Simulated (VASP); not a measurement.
Input:

```yaml
crystal:
  lattice:
    - [4.75390, 0.00000, 0.00000]
    - [0.00000, 4.75390, 0.00000]
    - [0.00000, 0.00000, 3.19375]
  atoms:
    - { symbol: Zn, position: [0.00000, 0.00000, 0.00000] }
    - { symbol: Zn, position: [0.50000, 0.50000, 0.50000] }
    - { symbol: F, position: [0.30363, 0.30363, 0.00000] }
    - { symbol: F, position: [0.80363, 0.19637, 0.50000] }
    - { symbol: F, position: [0.19637, 0.80363, 0.50000] }
    - { symbol: F, position: [0.69637, 0.69637, 0.00000] }
```

Calculation: PBE GGA with D3 dispersion (zero damping), VASP's PBE PAW potentials (set 64) (plane waves; VASP). Numerical set-up: 520 eV cut-off, Gaussian smearing of 0.050 eV, potentials Zn F.

Problem. Give the energies of bands 15 to 28 at the high-symmetry points, in eV from the valence-band maximum.

Solution. 
```csv
band,Γ,X,M,Z,R,A
15,-2.90,-2.65,-2.89,-2.81,-2.94,-2.81
16,-2.90,-2.65,-2.89,-2.81,-2.94,-2.81
17,-2.84,-2.07,-2.41,-2.60,-2.82,-2.42
18,-2.46,-2.07,-2.41,-2.60,-2.82,-2.42
19,-1.84,-1.83,-1.95,-1.55,-2.35,-1.30
20,-1.53,-1.83,-1.95,-1.55,-2.35,-1.30
21,-1.32,-1.42,-1.55,-1.24,-1.55,-1.30
22,-1.32,-1.42,-1.55,-1.24,-1.55,-1.30
23,-0.99,-0.58,-1.11,-1.23,-1.20,-1.20
24,-0.32,-0.58,-1.11,-1.23,-1.20,-1.20
25,-0.32,-0.39,-0.33,-1.20,-0.03,-0.74
26,0.00,-0.39,-0.33,-1.20,-0.03,-0.74
27,3.42,5.99,6.84,8.02,8.51,7.89
28,9.07,5.99,6.84,8.02,8.51,7.89
```

The gap is direct, 3.42 eV, from the valence maximum at Γ to the conduction minimum at Γ.

Measured: gap 7.50 eV (computed value off by -4.08 eV), as given by Dominik Kurzydłowski et al., Inorganic Chemistry (2020), arXiv:1912.01850 [midpoint of the printed range].

The compound is ZnF2 in the rutile structure. It was relaxed first.
